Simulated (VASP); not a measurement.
# TaW7S16 (a cell with a defect) (Tungstenite) in VASP: further runs

The runs below take TaW7S16 (a cell with a defect) (Tungstenite) through electric field gradients, with PBE.

All numbers are computed with VASP 6.6.1; they aren't measurements. Logs are shortened: lines on timing, memory, paths and dates and some standing lists are left out, and cuts for length are marked.

### Step 1. Starting point

The cell holds a defect, 24 atoms: a = 6.360 Å, b = 6.360 Å, c = 12.500 Å, α = 90.00°, β = 90.00°, γ = 120.00°.

### Step 2. Electric field gradients, PBE

INCAR reads:

```
PREC = Accurate ; ENCUT = 520
EDIFF = 1E-8 ; ISMEAR = -1
SIGMA = 0.01 ; LREAL = Auto
LASPH = True ; NELM = 100
ALGO = Fast ; ISIF = 2
LWAVE = False ; LCHARG = False
GGA = PE ; LEFG = True
NELECT = 204.0 ; NBANDS = 120
```

KPOINTS reads:

```
Automatic mesh
0
Gamma
  4 4 2
```

POSCAR reads:

```
TaW7S16
1.0
    6.3600000000      0.0000000000      0.0000000000
   -3.1800000000      5.5079215680      0.0000000000
    0.0000000000      0.0000000000     12.5000000000
Ta W S
1 7 16
Direct
    0.1666666666      0.3333333334      0.2500000000
    0.1666666666      0.8333333334      0.2500000000
    0.6666666666      0.3333333334      0.2500000000
    0.6666666666      0.8333333334      0.2500000000
    0.3333333334      0.1666666666      0.7500000000
    0.3333333334      0.6666666666      0.7500000000
    0.8333333334      0.1666666666      0.7500000000
    0.8333333334      0.6666666666      0.7500000000
    0.1666666666      0.3333333334      0.6250000000
    0.1666666666      0.8333333334      0.6250000000
    0.6666666666      0.3333333334      0.6250000000
    0.6666666666      0.8333333334      0.6250000000
    0.3333333334      0.1666666666      0.1250000000
    0.3333333334      0.6666666666      0.1250000000
    0.8333333334      0.1666666666      0.1250000000
    0.8333333334      0.6666666666      0.1250000000
    0.1666666666      0.3333333334      0.8750000000
    0.1666666666      0.8333333334      0.8750000000
    0.6666666666      0.3333333334      0.8750000000
    0.6666666666      0.8333333334      0.8750000000
    0.3333333334      0.1666666666      0.3750000000
    0.3333333334      0.6666666666      0.3750000000
    0.8333333334      0.1666666666      0.3750000000
    0.8333333334      0.6666666666      0.3750000000
```

Potentials or basis: VASP PAW PBE potentials, release 64 (Ta_pv, W_sv, S).

On the command line:

```console
> cat potpaw_PBE.64/Ta_pv/POTCAR potpaw_PBE.64/W_sv/POTCAR potpaw_PBE.64/S/POTCAR > POTCAR
> mpirun -np 1 vasp_std > vasp.out
```

OUTCAR:

```text
PREC = Accurate
   ENCUT = 520
   EDIFF = 1E-8
   ISMEAR = -1
   LREAL = Auto
   LASPH = True
   NELM = 100
   ISIF = 2
   GGA = PE
   NELECT = 204.0

 ion  position               nearest neighbor table
   1  0.167  0.333  0.250-  14 2.41  22 2.41  15 2.41  23 2.41  13 2.41  21 2.41   2 3.18   4 3.18
                             2 3.18   4 3.18   3 3.18   3 3.18
   2  0.167  0.833  0.250-  13 2.41  21 2.41  16 2.41  24 2.41  22 2.41  14 2.41   1 3.18   3 3.18
                             1 3.18   3 3.18   4 3.18   4 3.18
   3  0.667  0.333  0.250-  16 2.41  24 2.41  21 2.41  13 2.41  23 2.41  15 2.41   2 3.18   4 3.18
                             4 3.18   2 3.18   1 3.18   1 3.18
   4  0.667  0.833  0.250-  15 2.41  23 2.41  22 2.41  14 2.41  16 2.41  24 2.41   1 3.18   3 3.18
                             3 3.18   1 3.18   2 3.18   2 3.18
   5  0.333  0.167  0.750-  10 2.41  18 2.41  11 2.41  19 2.41   9 2.41  17 2.41   6 3.18   8 3.18
                             6 3.18   8 3.18   7 3.18   7 3.18
   6  0.333  0.667  0.750-   9 2.41  17 2.41  12 2.41  20 2.41  18 2.41  10 2.41   5 3.18   7 3.18
                             5 3.18   7 3.18   8 3.18   8 3.18
   7  0.833  0.167  0.750-  12 2.41  20 2.41  17 2.41   9 2.41  19 2.41  11 2.41   6 3.18   8 3.18
                             8 3.18   6 3.18   5 3.18   5 3.18
   8  0.833  0.667  0.750-  11 2.41  19 2.41  18 2.41  10 2.41  12 2.41  20 2.41   5 3.18   7 3.18
                             7 3.18   5 3.18   6 3.18   6 3.18
   9  0.167  0.333  0.625-   6 2.41   7 2.41   5 2.41
  10  0.167  0.833  0.625-   5 2.41   8 2.41   6 2.41
  11  0.667  0.333  0.625-   8 2.41   5 2.41   7 2.41
  12  0.667  0.833  0.625-   7 2.41   6 2.41   8 2.41
  13  0.333  0.167  0.125-   2 2.41   3 2.41   1 2.41
  14  0.333  0.667  0.125-   1 2.41   4 2.41   2 2.41
[... 8 lines left out ...]
  23  0.833  0.167  0.375-   4 2.41   1 2.41   3 2.41
  24  0.833  0.667  0.375-   3 2.41   2 2.41   4 2.41

  LATTYP: Found a hexagonal cell.
 ALAT       =     6.3600000000
 C/A-ratio  =     1.9654088050

  Lattice vectors:

 A1 = (   6.3600000000,   0.0000000000,   0.0000000000)
 A2 = (  -3.1800000000,   5.5079215680,   0.0000000000)
 A3 = (   0.0000000000,   0.0000000000,  12.5000000000)

Analysis of symmetry for initial positions (statically):
=====================================================================
 Subroutine PRICEL returns:
 Original cell was already a primitive cell.

 Routine SETGRP: Setting up the symmetry group for a
 hexagonal supercell.

 Subroutine GETGRP returns: Found 12 space group operations
 (whereof  2 operations were pure point group operations)
 out of a pool of 24 trial point group operations.

The static configuration has the point symmetry C_1h.
 The point group associated with its full space group is D_3h.

Analysis of symmetry for dynamics (positions and initial velocities):
=====================================================================
 Subroutine PRICEL returns:
 Original cell was already a primitive cell.

 Routine SETGRP: Setting up the symmetry group for a
 hexagonal supercell.

 Subroutine GETGRP returns: Found 12 space group operations
 (whereof  2 operations were pure point group operations)
 out of a pool of 24 trial point group operations.

The dynamic configuration has the point symmetry C_1h.
 The point group associated with its full space group is D_3h.

 Subroutine INISYM returns: Found 12 space group operations
 (whereof  2 operations are pure point group operations),
 and found     1 'primitive' translations

----------------------------------------------------------------------------------------

                                     Primitive cell

  volume of cell :     437.8798

  direct lattice vectors                    reciprocal lattice vectors
     6.360000000  0.000000000  0.000000000     0.157232704  0.090778344  0.000000000
    -3.180000000  5.507921568  0.000000000     0.000000000  0.181556688  0.000000000
     0.000000000  0.000000000 12.500000000     0.000000000  0.000000000  0.080000000

  length of vectors
     6.360000000  6.360000000 12.500000000     0.181556688  0.181556688  0.080000000

[... 119 lines left out ...]
   NUPDOWN=      -1.0000    fix difference up-down
   EMIN   =  10.00;   EMAX   =-10.00  energy-range for DOS
   EFERMI =   0.00;   METHOD = LEGACY
   ISMEAR =    -1;   SIGMA  =   0.01  broadening in eV -4-tet -1-fermi 0-gaus
   EFERMI_NEDOS =   21; number of points for ismear=-14 and -15
   IALGO  =     68    algorithm
   IMIX   =      4    mixing-type and parameters
     AMIX     =   0.40;   BMIX     =  1.00
     AMIX_MAG =   1.60;   BMIX_MAG =  1.00
  volume/ion in A,a.u.               =      18.24       123.12
  Fermi-wavevector in a.u.,A,eV,Ry     =   1.269112  2.398274 21.914157  1.610645
  Thomas-Fermi vector in A             =   2.402171
   LORBIT       =      0    0 simple, 1 ext, 2 COOP (PROOUT), +10 PAW based schemes
   GGA     = PE    functional components
   LHFCALC =     F    Hartree Fock is set to
   AEXX    =    0.0000 exact exchange contribution
   IVDW    =     0    specifies the selected vdW correction
   LEPSILON=     F    determine dielectric tensor
   LRPA    =     F    only Hartree local field effects (RPA)
 non-spin polarized calculation
 RMM-DIIS sequential band-by-band and
  energy-cutoff  :      520.00
  volume of cell :      437.88
 maximum number of plane-waves:     11806
 NGX is ok and might be reduce to    48
   NGX = 23   NGY = 23   NGZ = 47

 number of electron     204.0000027 magnetization

 Free energy of the ion-electron system (eV)
  ---------------------------------------------------
  ext. energy  EPLUGINS =         0.00000000
  ---------------------------------------------------
  free energy    TOTEN  =      -194.88489264 eV

  energy without entropy =     -194.88298295  energy(sigma->0) =     -194.88393779

 E-fermi :   6.2628     XC(G=0): -10.7299

 val. band max:        6.0730941749   @ k =   0.2500   0.2500   0.5000
 cond. band min:       6.2801098813   @ k =   0.2500   0.0000   0.5000
 fundamental gap:      0.2070157064
 Fermi energy:         6.2628026490

 k-point     1 :       0.0000    0.0000    0.0000
  band No.  band energies     occupation
      1     -67.8242      2.00000
      2     -67.8093      2.00000
      3     -67.8058      2.00000
      4     -67.8058      2.00000
      5     -67.7880      2.00000
      6     -67.7754      2.00000
[... 925 lines left out ...]
    113       9.1641      0.00000
    114       9.1836      0.00000
 [bands above 114 left out]

------------------------ aborting loop because EDIFF is reached ----------------------------------------

  FORCE on cell =-STRESS in cart. coord.  units (eV):
  Direction    XX          YY          ZZ          XY          YZ          ZX
  --------------------------------------------------------------------------------------
  -------------------------------------------------------------------------------------
  Total        0.0147363      0.0147363     -4.4254967      0.0000000     -0.0000000      0.0000000
  in kB        0.0539192      0.0539192    -16.1926426      0.0000000     -0.0000000      0.0000000
  external PRESSURE =      -5.3616014 kB  Pullay stress =       0.0000000 kB

 VOLUME and BASIS-vectors are now :
 -----------------------------------------------------------------------------
  energy-cutoff  :      520.00
  volume of cell :      437.88
      direct lattice vectors                 reciprocal lattice vectors
     6.360000000  0.000000000  0.000000000     0.157232704  0.090778344  0.000000000
    -3.180000000  5.507921568  0.000000000     0.000000000  0.181556688  0.000000000
     0.000000000  0.000000000 12.500000000     0.000000000  0.000000000  0.080000000

 POSITION                                       TOTAL-FORCE (eV/Angst)
 -----------------------------------------------------------------------------------
     -0.00000      1.83597      3.12500        -0.000000     -0.000000      0.000000
     -1.59000      4.58993      3.12500         0.043230      0.024959      0.000000
      3.18000      1.83597      3.12500         0.000000     -0.049918      0.000000
      1.59000      4.58993      3.12500        -0.043230      0.024959      0.000000
      1.59000      0.91799      9.37500        -0.000760      0.000439      0.000000
      0.00000      3.67195      9.37500        -0.000000     -0.000878      0.000000
[... 16 lines left out ...]
      4.77000      0.91799      4.68750        -0.355740     -0.205387      0.351367
      3.18000      3.67195      4.68750        -0.000000     -0.000000      0.076525
 -----------------------------------------------------------------------------------
    total drift:                               -0.000001      0.000001      0.000000

  FREE ENERGIE OF THE ION-ELECTRON SYSTEM (eV)
  ---------------------------------------------------
  free  energy   TOTEN  =      -194.8848926384 eV

  energy  without entropy=     -194.8829829482  energy(sigma->0) =     -194.88393779

 Electric field gradients (V/A^2)
---------------------------------------------------------------------
 ion       V_xx      V_yy      V_zz      V_xy      V_xz      V_yz
---------------------------------------------------------------------
   1      88.498    88.498  -176.996     0.000    -0.000     0.000
   2      92.794    62.643  -155.438    26.112    -0.000     0.000
   3      47.567   107.870  -155.438     0.000    -0.000     0.000
   4      92.795    62.643  -155.437   -26.112    -0.000     0.000
   5      73.981    74.050  -148.031     0.060     0.000    -0.000
   6      74.084    73.947  -148.031     0.000     0.000    -0.000
[... 16 lines left out ...]
  23       7.306    28.555   -35.861   -18.402    20.998    12.123
  24      22.907    22.907   -45.814     0.001    -0.000     0.000
---------------------------------------------------------------------

 Electric field gradients after diagonalization (V/A^2)
 (convention: |V_zz| > |V_xx| > |V_yy|)
----------------------------------------------------------------------
 ion       V_xx      V_yy      V_zz     asymmetry (V_yy - V_xx)/ V_zz
----------------------------------------------------------------------
   1      88.498    88.498  -176.996       0.000
   2     107.870    47.567  -155.438       0.388
   3     107.870    47.567  -155.438       0.388
   4     107.870    47.567  -155.437       0.388
   5      74.084    73.946  -148.031       0.001
   6      74.084    73.947  -148.031       0.001
[... 16 lines left out ...]
  23      39.179     9.611   -48.790       0.606
  24      22.907    22.906   -45.814       0.000
----------------------------------------------------------------------

           NMR quadrupolar parameters

 Cq : quadrupolar parameter    Cq=e*Q*V_zz/h
 eta: asymmetry parameters     (V_yy - V_xx)/ V_zz
 Q  : nuclear electric quadrupole moment in mb (millibarn)
----------------------------------------------------------------------
 ion       Cq(MHz)       eta       Q (mb)
----------------------------------------------------------------------
   1      -0.428       0.000       1.000
   2      -0.376       0.388       1.000
   3      -0.376       0.388       1.000
   4      -0.376       0.388       1.000
   5      -0.358       0.001       1.000
   6      -0.358       0.001       1.000
[... 16 lines left out ...]
  23      -0.118       0.606       1.000
  24      -0.111       0.000       1.000
----------------------------------------------------------------------
```

Wall time 12 min (1 thread of Intel Xeon 6975P-C (Granite Rapids), shared host); peak memory 0.64 GiB.

What came out:

* Free energy: -194.8849 eV
* Largest force: 0.541 eV/Å
* Band gap on the k mesh: none (metal or under the smearing width)

Forces in eV/Å, atoms in the order of the input:
```
Ta   0.000  0.000  0.000
W    0.043  0.025  0.000
W    0.000 -0.050  0.000
W   -0.043  0.025  0.000
W   -0.001  0.000  0.000
W    0.000 -0.001  0.000
W    0.001  0.000  0.000
W    0.000  0.000  0.000
S    0.000  0.000 -0.019
S    0.009  0.005 -0.022
S    0.000 -0.010 -0.022
S   -0.009  0.005 -0.022
S    0.356 -0.205 -0.351
S    0.000  0.411 -0.351
S   -0.356 -0.205 -0.351
S    0.000  0.000 -0.077
S    0.000  0.000  0.019
S    0.009  0.005  0.022
S    0.000 -0.010  0.022
S   -0.009  0.005  0.022
S    0.356 -0.205  0.351
S    0.000  0.411  0.351
S   -0.356 -0.205  0.351
S    0.000  0.000  0.077
```

Levels at points of the mesh, in eV from the Fermi level:
```tsv
k point	band 99	band 100	band 101	band 102	band 103	band 104	band 105	band 106
(0.00, 0.00, 0.00)	-0.74	-0.74	-0.74	-0.30	0.77	2.83	2.85	2.88
(0.50, 0.00, 0.00)	-0.61	-0.61	-0.54	-0.39	-0.31	2.09	2.13	2.22
(0.00, 0.00, 0.50)	-0.75	-0.75	-0.73	0.33	0.57	2.84	2.85	2.86
(0.50, 0.00, 0.50)	-0.60	-0.60	-0.52	-0.39	-0.30	2.41	2.41	2.43
```

Electric field gradients, principal values (V/Å²):
| atom | Vxx | Vyy | Vzz |
| --- | --- | --- | --- |
| 1 Ta | 88.498 | 88.498 | -176.996 |
| 2 W | 47.567 | 107.870 | -155.438 |
| 3 W | 47.567 | 107.870 | -155.438 |
| 4 W | 47.567 | 107.870 | -155.437 |
| 5 W | 73.946 | 74.084 | -148.031 |
| 6 W | 73.947 | 74.084 | -148.031 |
| 7 W | 73.947 | 74.084 | -148.031 |
| 8 W | 73.021 | 73.022 | -146.043 |
| 9 S | 20.967 | 20.969 | -41.936 |
| 10 S | 20.232 | 20.327 | -40.559 |
| 11 S | 20.232 | 20.327 | -40.559 |
| 12 S | 20.233 | 20.326 | -40.559 |
| 13 S | 9.610 | 39.180 | -48.790 |
| 14 S | 9.611 | 39.179 | -48.790 |
| 15 S | 9.611 | 39.179 | -48.790 |
| 16 S | 22.906 | 22.907 | -45.814 |
| 17 S | 20.967 | 20.969 | -41.936 |
| 18 S | 20.232 | 20.327 | -40.559 |
| 19 S | 20.232 | 20.327 | -40.559 |
| 20 S | 20.233 | 20.326 | -40.559 |
| 21 S | 9.610 | 39.180 | -48.790 |
| 22 S | 9.611 | 39.179 | -48.790 |
| 23 S | 9.611 | 39.179 | -48.790 |
| 24 S | 22.906 | 22.907 | -45.814 |

Caveat: the cell carries a net charge on a neutralising background, which shifts energy and pressure; the cell is charged against a uniform background, so pressure and absolute levels hang on convention. The run has no spin-orbit coupling, so splittings on Ta, W are missing.

(Part 1 of 3 ends here.)
